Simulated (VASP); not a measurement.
An input for Quantum ESPRESSO's pw.x (written as the equivalent of a VASP run, and not itself run):

```
&CONTROL
  calculation = 'vc-relax'
  pseudo_dir = './pseudo'
  outdir = './out'
  tprnfor = .true.
  tstress = .true.
  nstep = 60
  forc_conv_thr = 0.00078
/
&SYSTEM
  ibrav = 0
  nat = 6
  ntyp = 2
  ecutwfc = 68
  occupations = 'smearing'
  smearing = 'methfessel-paxton'
  degauss = 0.00735
  input_dft = 'pbesol'
/
&ELECTRONS
  conv_thr = 7.3e-08
  electron_maxstep = 100
/
&IONS
/
&CELL
/
ATOMIC_SPECIES
  Sr 87.620 Sr.upf
  Bi 208.980 Bi.upf
CELL_PARAMETERS angstrom
    -2.5177417    2.5177417    8.9488134
     2.5177417   -2.5177417    8.9488134
     2.5177417    2.5177417   -8.9488134
ATOMIC_POSITIONS crystal
  Sr   0.0000000  0.5000000  0.5000000
  Sr   0.5000000  0.0000000  0.5000000
  Sr   0.3224308  0.3224308  0.0000000
  Sr   0.6775692  0.6775692  0.0000000
  Bi   0.1349891  0.1349891  0.0000000
  Bi   0.8650109  0.8650109  0.0000000
K_POINTS automatic
  8 8 8 0 0 0
```

Question: Write the VASP files for the same calculation (PBEsol).

Answer: Several could match; the one computed here: 
### KPOINTS
```
Automatic mesh
0
gamma
 8 8 8
```

**POSCAR**
```
Sr2Bi
1
   -2.5177417057     2.5177417057     8.9488134411
    2.5177417057    -2.5177417057     8.9488134411
    2.5177417057     2.5177417057    -8.9488134411
Sr Bi
4 2
Direct
  0.0000000000   0.5000000000   0.5000000000
  0.5000000000   0.0000000000   0.5000000000
  0.3224307793   0.3224307793   0.0000000000
  0.6775692207   0.6775692207   0.0000000000
  0.1349890888   0.1349890888   0.0000000000
  0.8650109112   0.8650109112   0.0000000000
```

**INCAR**
```
ALGO = Normal
EDIFF = 1E-6
EDIFFG = -0.02
ENCUT = 400
GGA = PS
IBRION = 2
ISIF = 3
ISMEAR = 1
LASPH = .TRUE.
LCHARG = .FALSE.
LMAXMIX = 4
LREAL = .FALSE.
LWAVE = .FALSE.
NELM = 100
NSW = 60
PREC = Accurate
SIGMA = 0.1
SYSTEM = Sr2Bi
```

POTCAR, in this order: Sr_sv Bi_d (PBE.64 set). Program: vasp_std.

Limits of the translation: the potentials are each code's own (VASP's PAW set, PseudoDojo norm-conserving files in pw.x), so ENCUT and ecutwfc are chosen apart and not converted; conv_thr bounds pw.x's estimated SCF error, while EDIFF bounds the energy change between steps; forc_conv_thr acts on force components and is met together with etot_conv_thr.

The structure comes from a computed database's Sr2Bi entry (I4/mmm); how it stands against other phases isn't given here. This run relaxes it. Symmetry was kept, so distortions that lower it aren't found. The start is the result of an earlier pass.
